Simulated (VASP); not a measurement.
Set up this calculation in VASP 6.6.1, as the native input.

```
Task                   : single point
Functional             : PBE
Dispersion             : D3(BJ)
Potentials or basis    : VASP PAW PBE potentials, release 64 (Be, B)
Cutoff                 : 520 eV
k mesh                 : 4 × 4 × 3
Occupations            : gaussian, width 0.15 eV
Spin                   : no spin polarisation
Dipole correction      : no
Further INCAR settings : LREAL = Auto; ALGO = Normal; EDIFF = 1e-07; NBANDS = 32
```

The structure of Be16B (a cell with a defect) lies in POSCAR:

```
Be16B
1.0
   -2.2900000000     -3.9663960000      0.0000000000
    3.4350000000     -1.9831980000      0.0000000000
    0.0000000000      0.0000000000      7.1768600000
Be B
16 1
Direct
    0.7491803445      0.5184634962     -0.0082171869
    0.5097611013      0.3713465963      0.2431530877
    0.7855950520      0.5328872211      0.5069150022
    0.4892221622      0.4144383192      0.7542980222
    0.4373461651     -0.0011575787     -0.0513052324
    0.2601061980      0.8624977507      0.2362261431
    0.5532934485      0.0687150159      0.4657719668
    0.0883175886      0.7257557693      0.7776479289
    0.2357137252      0.4868667921      0.0150849461
    0.0008090187      0.3409127512      0.2579542925
    0.2818295413      0.5421124335      0.5077321345
    0.0485991785      0.2392373323      0.7645161800
   -0.0416710047      0.0057813990      0.0108874949
    0.7568735999      0.8423867029      0.2444544421
    0.0311877976      0.0081426307      0.5013761040
    0.7136421093      0.8993178253      0.7300931996
    0.3528194741     -0.0273985570      0.6695126747
```

The cell was built by a generator and needn't be a form met in nature.

The input as run:

INCAR

```
SYSTEM = Be16B
ALGO = Normal ; EDIFF = 1E-7
ENCUT = 520 ; GGA = PE
ISIF = 2 ; ISMEAR = 0
IVDW = 12 ; LASPH = .TRUE.
LCHARG = .FALSE. ; LREAL = Auto
LWAVE = .FALSE. ; NBANDS = 32
NELM = 100 ; PREC = Accurate
SIGMA = 0.15
```

KPOINTS

```
k-points
0
G
  4 4 3
  0 0 0
```

Potentials or basis: VASP PAW PBE potentials, release 64 (Be, B).

The run is started by

```bash
$ cat potpaw_PBE.64/Be/POTCAR potpaw_PBE.64/B/POTCAR > POTCAR
$ mpirun -np 1 vasp_std > vasp.out
```

It gave:

The pressure is 1.1 GPa and the largest force is 0.023 eV/Å. The band gap on the k mesh is none (metal or under the smearing width) and the dispersion energy per atom is -0.354 eV.

Caveat: the k mesh is coarse (spacing up to 0.40 Å⁻¹), so the values aren't converged.

Run time: 110 s on 1 thread of Intel(R) Xeon(R) 6975P-C (Granite Rapids) (shared host), peak memory 0.25 GiB.
